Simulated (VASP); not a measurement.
# NaCl (Halite): how cutoff and mesh change the relaxed cell

Aim: test the relaxed volume of NaCl (Halite) against cutoff and mesh. The starting structure is a measured crystal structure from the Crystallography Open Database. The first relaxation on each setting starts from this cell expanded by 3 % in volume.

Calculated with VASP 6.6.1; Kohn-Sham DFT with plane waves and PAW; PBEsol.

### 1. The structure

Symmetry: Fm-3m, No. 225, cubic system. The conventional cell has a = 5.641 Å, b = 5.641 Å, c = 5.641 Å, α = 90.00°, β = 90.00°, γ = 90.00°. Nearest to Cl lie 6 Na at 2.82 Å. Nearest to Na lie 6 Cl at 2.82 Å. Farther neighbours and most contacts between anions are not listed.

Structure file:

```cif
data_structure
_symmetry_space_group_name_H-M 'Fm-3m'
_symmetry_Int_Tables_number 225
_cell_length_a 5.6406
_cell_length_b 5.6406
_cell_length_c 5.6406
_cell_angle_alpha 90.000
_cell_angle_beta 90.000
_cell_angle_gamma 90.000
_cell_volume 179.46
loop_
_atom_site_label
_atom_site_type_symbol
_atom_site_symmetry_multiplicity
_atom_site_Wyckoff_symbol
_atom_site_fract_x
_atom_site_fract_y
_atom_site_fract_z
_atom_site_occupancy
Cl1 Cl 4 b 0.50000 0.00000 0.00000 1
Na1 Na 4 a 0.00000 0.00000 0.00000 1
```

### 2. Reference relaxation

This run starts from the cell of an earlier relaxation, which isn't shown; the restart sets up the plane waves anew.

INCAR reads:

```
SYSTEM = NaCl
PREC = Accurate
ENCUT = 450
EDIFF = 1E-06
NELM = 100
ISMEAR = 0
SIGMA = 0.03
LREAL = .FALSE.
ALGO = Normal
GGA = PS
NBANDS = 13
LORBIT = 11
LWAVE = .FALSE.
LCHARG = .FALSE.
KPAR = 4
IBRION = 2
NSW = 50
ISIF = 3
EDIFFG = -0.006
```

POSCAR reads:

```
NaCl
1.0
    0.0000000000      2.8010492261      2.8010492261
    2.8010492261      0.0000000000      2.8010492261
    2.8010492261      2.8010492261      0.0000000000
Cl Na
1 1
Direct
    0.5000000000      0.5000000000      0.5000000000
    0.0000000000      0.0000000000      0.0000000000
```

KPOINTS reads:

```
Automatic mesh
0
Gamma
6 6 6
0 0 0
```

The projector-augmented-wave data sets are Cl and Na_pv (PBE family, release 64).

The run is started by

```console
mpirun -np 4 vasp_std
```

What it wrote:

```text
[banner, memory and clock lines left out]
running    4 mpi-ranks, on    1 nodes
 distrk:  each k-point on    1 cores,    4 groups
 distr:  one band on    1 cores,    1 groups

 POSCAR found type information on POSCAR ClNa
 POSCAR found :  2 types and       2 ions
|                                                                             |
|               ----> ADVICE to this user running VASP <----                  |
|                                                                             |
|     You enforced a specific xc type in the INCAR file but a different       |
|     [... a line on the potential file left out ...]
|     I HOPE YOU KNOW WHAT YOU ARE DOING!                                     |
|                                                                             |

 LDA part: xc-table for (Slater+PW92), standard interpolation
 POSCAR, INCAR and KPOINTS ok, starting setup
 FFT: planning ... GRIDC
 FFT: planning ... GRID_SOFT
 FFT: planning ... GRID
 WAVECAR not read
 entering main loop
       N       E                     dE             d eps       ncg     rms          rms(c)
DAV:   1     0.927673330827E+02    0.92767E+02   -0.66664E+03   421   0.985E+02
DAV:   2     0.176652591210E+00   -0.92591E+02   -0.86486E+02   470   0.248E+02
DAV:   3    -0.703833558465E+01   -0.72150E+01   -0.71744E+01   536   0.704E+01
DAV:   4    -0.715730264406E+01   -0.11897E+00   -0.11891E+00   504   0.977E+00
DAV:   5    -0.715975016875E+01   -0.24475E-02   -0.24474E-02   514   0.138E+00    0.191E+00
DAV:   6    -0.700537926105E+01    0.15437E+00   -0.26374E-01   501   0.376E+00    0.137E+00
DAV:   7    -0.699483424385E+01    0.10545E-01   -0.63819E-02   551   0.175E+00    0.926E-01
DAV:   8    -0.699827123346E+01   -0.34370E-02   -0.75499E-03   451   0.842E-01    0.270E-01
DAV:   9    -0.699817776541E+01    0.93468E-04   -0.18776E-04   511   0.112E-01    0.169E-01
DAV:  10    -0.699821871436E+01   -0.40949E-04   -0.28519E-04   446   0.111E-01    0.575E-02
DAV:  11    -0.699820868260E+01    0.10032E-04   -0.19637E-05   501   0.338E-02    0.192E-02
DAV:  12    -0.699820794618E+01    0.73643E-06   -0.35191E-06   456   0.120E-02
   1 F= -.69982079E+01 E0= -.69982079E+01  d E =-.699821E+01
 curvature:   0.00 expect dE= 0.000E+00 dE for cont linesearch  0.000E+00
 trial: gam= 0.00000 g(F)=  0.316E-60 g(S)=  0.433E-04 ort = 0.000E+00 (trialstep = 0.100E+01)
 search vector abs. value=  0.433E-04
 bond charge predicted
       N       E                     dE             d eps       ncg     rms          rms(c)
DAV:   1    -0.699851370887E+01   -0.30503E-03   -0.58070E-03   496   0.103E+00    0.107E-01
DAV:   2    -0.699827940221E+01    0.23431E-03   -0.34442E-04   481   0.178E-01    0.434E-02
DAV:   3    -0.699824258357E+01    0.36819E-04   -0.85739E-05   501   0.958E-02    0.209E-02
DAV:   4    -0.699824190019E+01    0.68337E-06   -0.24329E-06   448   0.180E-02
   2 F= -.69982419E+01 E0= -.69982419E+01  d E =-.339540E-04
 trial-energy change:   -0.000034  1 .order   -0.000028   -0.000043   -0.000012
 step:   1.1609(harm=  1.3863)  dis= 0.00000  next Energy=    -6.998243 (dE=-0.350E-04)
 reached required accuracy - stopping structural energy minimisation
```

The job ended after 3.2 s (4 MPI ranks of Intel Xeon 6975P-C (Granite Rapids), shared host; peak memory 0.56 GiB; 9.7 s of CPU time).

The logs omit lines about the potential files and the build; timing stands in the text.

OUTCAR, selected parts (step 2):

```text
ion  position               nearest neighbor table
   1  0.500  0.500  0.500-
   2  0.000  0.000  0.000-

  LATTYP: Found a face centered cubic cell.
 ALAT       =     5.6020984522

 Subroutine GETGRP returns: Found 48 space group operations
 (whereof 48 operations were pure point group operations)

The static configuration has the point symmetry O_h .

 Found     16 irreducible k-points:

   k-points           NKPTS =     16   k-points in BZ     NKDIM =     16   number of bands    NBANDS=     13

   dimension x,y,z NGX =    28 NGY =   28 NGZ =   28
   dimension x,y,z NGXF=    56 NGYF=   56 NGZF=   56

   ENCUT  =  450.0 eV  33.07 Ry    5.75 a.u.   6.85  6.85  6.85*2*pi/ulx,y,z

   NELECT =      14.0000    total number of electrons

 k-points in reciprocal lattice and weights: Automatic mesh
   0.00000000  0.00000000  0.00000000       0.005
   0.16666667  0.00000000  0.00000000       0.037
   0.33333333  0.00000000  0.00000000       0.037
   0.50000000  0.00000000  0.00000000       0.019
   0.16666667  0.16666667  0.00000000       0.028
   0.33333333  0.16666667  0.00000000       0.111
   0.50000000  0.16666667  0.00000000       0.111
  -0.33333333  0.16666667  0.00000000       0.111
  -0.16666667  0.16666667  0.00000000       0.056
[...]
-0.33333333  0.33333333  0.16666667       0.111
  -0.33333333  0.50000000  0.16666667       0.056

 average (electrostatic) potential at core
       1 -93.5791       2 -46.9467

 E-fermi :  -0.4868

 k-point     1 :       0.0000    0.0000    0.0000
  band No.  band energies     occupation
    ...
      3     -21.2672      2.00000
      4     -13.3518      2.00000
      5      -0.6555      2.00000
      6      -0.6555      2.00000
      7      -0.6555      2.00000
      8       4.3562      0.00000
      9      10.3615      0.00000
     10      10.3615      0.00000
     11      10.3615      0.00000
     12      12.6119      0.00000
    ...

 k-point     2 :       0.1667    0.0000    0.0000
  band No.  band energies     occupation
    ...
      3     -21.2678      2.00000
      4     -13.2636      2.00000
      5      -1.2973      2.00000
      6      -0.7295      2.00000
      7      -0.7295      2.00000
      8       5.1935      0.00000
      9       9.5447      0.00000
     10      10.6571      0.00000
     11      10.6571      0.00000
     12      12.2831      0.00000
    ...

 k-point     3 :       0.3333    0.0000    0.0000
  band No.  band energies     occupation
    ...
      3     -21.2690      2.00000
      4     -13.0790      2.00000
      5      -2.2810      2.00000
      6      -0.8703      2.00000
      7      -0.8703      2.00000
      8       6.2801      0.00000
      9       9.3827      0.00000
     10      10.4886      0.00000
     11      10.4886      0.00000
     12      13.3820      0.00000
    ...

  Total       -0.0068150     -0.0068150     -0.0068150      0.0000000     -0.0000000      0.0000000
  in kB       -0.2488593     -0.2488593     -0.2488593      0.0000000     -0.0000000      0.0000000
  external PRESSURE =      -0.2488593 kB  Pullay stress =       0.0000000 kB

  energy-cutoff  :      450.00
  volume of cell :       43.88
      direct lattice vectors                 reciprocal lattice vectors
     0.000000000  2.799396762  2.799396762    -0.178609909  0.178609909  0.178609909
     2.799396762  0.000000000  2.799396762     0.178609909 -0.178609909  0.178609909
     2.799396762  2.799396762 -0.000000000     0.178609909  0.178609909 -0.178609909

 POSITION                                       TOTAL-FORCE (eV/Angst)
 -----------------------------------------------------------------------------------
      2.79940      2.79940      2.79940        -0.000000      0.000000     -0.000000
      5.59879      5.59879      5.59879         0.000000     -0.000000      0.000000
 -----------------------------------------------------------------------------------
    total drift:                                0.000000      0.000000      0.000000

  FREE ENERGIE OF THE ION-ELECTRON SYSTEM (eV)
  ---------------------------------------------------
  free  energy   TOTEN  =        -6.9982419002 eV

  energy  without entropy=       -6.9982419002  energy(sigma->0) =       -6.99824190

 reached required accuracy - stopping structural energy minimisation

 total charge
# of ion       s       p       d       tot
------------------------------------------
    1        1.578   3.557   0.000   5.135
    2        0.045   5.983   0.000   6.028
--------------------------------------------------
tot          1.622   9.540   0.000  11.163

[... 3 further parts left out ...]
```

CONTCAR:

```
NaCl
   1.00000000000000
     0.0000000000000000    2.7993967620999345    2.7993967620999345
     2.7993967620999345    0.0000000000000000    2.7993967620999345
     2.7993967620999345    2.7993967620999345   -0.0000000000000000
  Cl              Na
     1     1
Direct
     0.5000000000000000    0.5000000000000000    0.5000000000000000
     1.0000000000000000    1.0000000000000000    1.0000000000000000
```

The PAW data sets were made with PBE, which is usual practice but a small mismatch for other functionals. The run keeps the 48 symmetry operations of its start, so it cannot find a distortion of lower symmetry.

The reference relaxation ends at 21.938 Å³ an atom. Pressures at 0.985 and 1.015 times this volume, from two more relaxations that aren't shown, give a bulk modulus of 26.3 GPa.

### 3. Relaxation with a cutoff of 260 eV

Against step 2 the input has ENCUT = 260. This run starts from the cell of an earlier relaxation, which isn't shown; the restart sets up the plane waves anew.

INCAR: that of step 2 with these lines changed.

```diff
@@ -2,3 +2,3 @@
 PREC = Accurate
-ENCUT = 450
+ENCUT = 260
 EDIFF = 1E-06
```

POSCAR reads:

```
NaCl
1.0
    0.0000000000      2.7657957267      2.7657957267
    2.7657957267      0.0000000000      2.7657957267
    2.7657957267      2.7657957267      0.0000000000
Cl Na
1 1
Direct
    0.5000000000      0.5000000000      0.5000000000
    0.0000000000      0.0000000000      0.0000000000
```

KPOINTS is that of step 2.

The run is started by

```console
mpirun -np 4 vasp_std
```

What it wrote:

```text
[banner, memory and clock lines left out]
running    4 mpi-ranks, on    1 nodes
[...]
[... a notice as in an earlier step ...]

 LDA part: xc-table for (Slater+PW92), standard interpolation
 POSCAR, INCAR and KPOINTS ok, starting setup
[...]
entering main loop
       N       E                     dE             d eps       ncg     rms          rms(c)
DAV:   1     0.670685568083E+02    0.67069E+02   -0.51327E+03   437   0.676E+02
DAV:   2    -0.290059314715E+01   -0.69969E+02   -0.65183E+02   456   0.201E+02
DAV:   3    -0.707900177367E+01   -0.41784E+01   -0.41665E+01   526   0.516E+01
DAV:   4    -0.713113149749E+01   -0.52130E-01   -0.52119E-01   486   0.619E+00
[...]
DAV:  10    -0.698201072983E+01   -0.48208E-04   -0.33243E-04   471   0.117E-01    0.788E-02
DAV:  11    -0.698199398869E+01    0.16741E-04   -0.33522E-05   466   0.413E-02    0.229E-02
DAV:  12    -0.698199304549E+01    0.94320E-06   -0.45180E-06   476   0.122E-02
   1 F= -.69819930E+01 E0= -.69819930E+01  d E =-.698199E+01
[...]
N       E                     dE             d eps       ncg     rms          rms(c)
DAV:   1    -0.704818548737E+01   -0.66191E-01   -0.12824E+00   491   0.145E+01    0.158E+00
DAV:   2    -0.699713854235E+01    0.51047E-01   -0.72131E-02   471   0.248E+00    0.668E-01
DAV:   3    -0.698809397990E+01    0.90446E-02   -0.19484E-02   501   0.139E+00    0.360E-01
DAV:   4    -0.698721317026E+01    0.88081E-03   -0.56608E-04   623   0.261E-01    0.241E-02
DAV:   5    -0.698719339024E+01    0.19780E-04   -0.67510E-05   476   0.591E-02    0.150E-02
DAV:   6    -0.698719264547E+01    0.74477E-06   -0.26541E-06   456   0.206E-02
   2 F= -.69871926E+01 E0= -.69871926E+01  d E =-.519960E-02
 trial-energy change:   -0.005200  1 .order   -0.004873   -0.009915    0.000170
 step:   0.9859(harm=  0.9832)  dis= 0.00000  next Energy=    -6.987194 (dE=-0.520E-02)
 reached required accuracy - stopping structural energy minimisation
```

The job ended after 2.6 s (4 MPI ranks; peak memory 0.49 GiB).

OUTCAR, selected parts (step 3):

```text
  Total        0.0063329      0.0063329      0.0063329     -0.0000000     -0.0000000      0.0000000
  in kB        0.2463258      0.2463258      0.2463258     -0.0000000     -0.0000000      0.0000000
  external PRESSURE =       0.2463258 kB  Pullay stress =       0.0000000 kB

 POSITION                                       TOTAL-FORCE (eV/Angst)
 -----------------------------------------------------------------------------------
      2.74110      2.74110      2.74110         0.000000     -0.000000      0.000000
      2.74110      2.74110      0.00000        -0.000000      0.000000     -0.000000
 -----------------------------------------------------------------------------------
    total drift:                                0.000000     -0.000000     -0.000000

  FREE ENERGIE OF THE ION-ELECTRON SYSTEM (eV)
  ---------------------------------------------------
  free  energy   TOTEN  =        -6.9871926455 eV

  energy  without entropy=       -6.9871926455  energy(sigma->0) =       -6.98719265

[... 2 parts as in an earlier step ...]

[... 2 further parts left out ...]
[key lines of the parts left out:]
E-fermi :  -0.0593
```

With a cutoff of 260 eV the cell ends at 20.596 Å³ an atom, -6.12 % from the reference, and since the restart alone still moved it by -2.7 % it may not have settled.

### 4. Relaxation with a 4×4×4 mesh

Against step 2 the input has a 4×4×4 mesh. This run starts from the cell of an earlier relaxation, which isn't shown; the restart sets up the plane waves anew.

INCAR: that of step 3 with these lines changed.

```diff
@@ -2,3 +2,3 @@
 PREC = Accurate
-ENCUT = 260
+ENCUT = 450
 EDIFF = 1E-06
```

POSCAR reads:

```
NaCl
1.0
    0.0000000000      2.8016810638      2.8016810638
    2.8016810638      0.0000000000      2.8016810638
    2.8016810638      2.8016810638      0.0000000000
Cl Na
1 1
Direct
    0.5000000000      0.5000000000      0.5000000000
    0.0000000000      0.0000000000      0.0000000000
```

KPOINTS reads:

```
Automatic mesh
0
Gamma
4 4 4
0 0 0
```

The run is started by

```console
mpirun -np 4 vasp_std
```

What it wrote:

```text
[... set-up lines as in an earlier step ...]
 entering main loop
       N       E                     dE             d eps       ncg     rms          rms(c)
DAV:   1     0.919730018321E+02    0.91973E+02   -0.66069E+03   218   0.990E+02
DAV:   2    -0.365723662260E-01   -0.92010E+02   -0.85711E+02   242   0.258E+02
DAV:   3    -0.704043815604E+01   -0.70039E+01   -0.69774E+01   263   0.696E+01
DAV:   4    -0.715578080248E+01   -0.11534E+00   -0.11528E+00   253   0.998E+00
[...]
DAV:  10    -0.699621606883E+01   -0.30334E-04   -0.28011E-04   238   0.110E-01    0.475E-02
DAV:  11    -0.699620953851E+01    0.65303E-05   -0.14100E-05   253   0.295E-02    0.191E-02
DAV:  12    -0.699620881400E+01    0.72451E-06   -0.35864E-06   228   0.122E-02
   1 F= -.69962088E+01 E0= -.69962088E+01  d E =-.699621E+01
[...]
N       E                     dE             d eps       ncg     rms          rms(c)
DAV:   1    -0.699644179398E+01   -0.23226E-03   -0.44145E-03   243   0.897E-01    0.932E-02
DAV:   2    -0.699626121426E+01    0.18058E-03   -0.25875E-04   238   0.155E-01    0.378E-02
DAV:   3    -0.699623465161E+01    0.26563E-04   -0.64423E-05   243   0.831E-02    0.182E-02
DAV:   4    -0.699623548702E+01   -0.83541E-06   -0.15650E-06   152   0.156E-02
   2 F= -.69962355E+01 E0= -.69962355E+01  d E =-.266730E-04
 trial-energy change:   -0.000027  1 .order   -0.000020   -0.000033   -0.000008
 step:   1.1195(harm=  1.3198)  dis= 0.00000  next Energy=    -6.996236 (dE=-0.272E-04)
 reached required accuracy - stopping structural energy minimisation
```

It took 3 s on 4 MPI ranks; peak memory 0.54 GiB.

OUTCAR, selected parts (step 4):

```text
  Total       -0.0051682     -0.0051682     -0.0051682      0.0000000      0.0000000      0.0000000
  in kB       -0.1885518     -0.1885518     -0.1885518      0.0000000      0.0000000      0.0000000
  external PRESSURE =      -0.1885518 kB  Pullay stress =       0.0000000 kB

 POSITION                                       TOTAL-FORCE (eV/Angst)
 -----------------------------------------------------------------------------------
      2.80024      2.80024      2.80024         0.000000      0.000000      0.000000
      2.80024      2.80024      0.00000        -0.000000     -0.000000     -0.000000
 -----------------------------------------------------------------------------------
    total drift:                                0.000000      0.000000      0.000000

  FREE ENERGIE OF THE ION-ELECTRON SYSTEM (eV)
  ---------------------------------------------------
  free  energy   TOTEN  =        -6.9962354870 eV

  energy  without entropy=       -6.9962354870  energy(sigma->0) =       -6.99623549

[... 1 part as in an earlier step ...]

[... 3 further parts left out ...]
[key lines of the parts left out:]
E-fermi :  -0.4811
```

With a 4×4×4 mesh the cell ends at 21.958 Å³ an atom, +0.09 % from the reference; the bulk modulus is 26.3 GPa against 26.3 GPa.

(Part 1 of 2 ends here.)

[Lines on the potential files, build, host, timing and source positions are cut from VASP's logs without a mark.]

[Logs are printed without paths, hosts, clocks, repeated set-up lines and the standing remarks that a program may print on its own settings, such as how far it seeks lower states.]

[Hosts, paths, dates, database ids (printed as entryN), source tags and the programs' standing remarks are cut or masked in the printed files.]
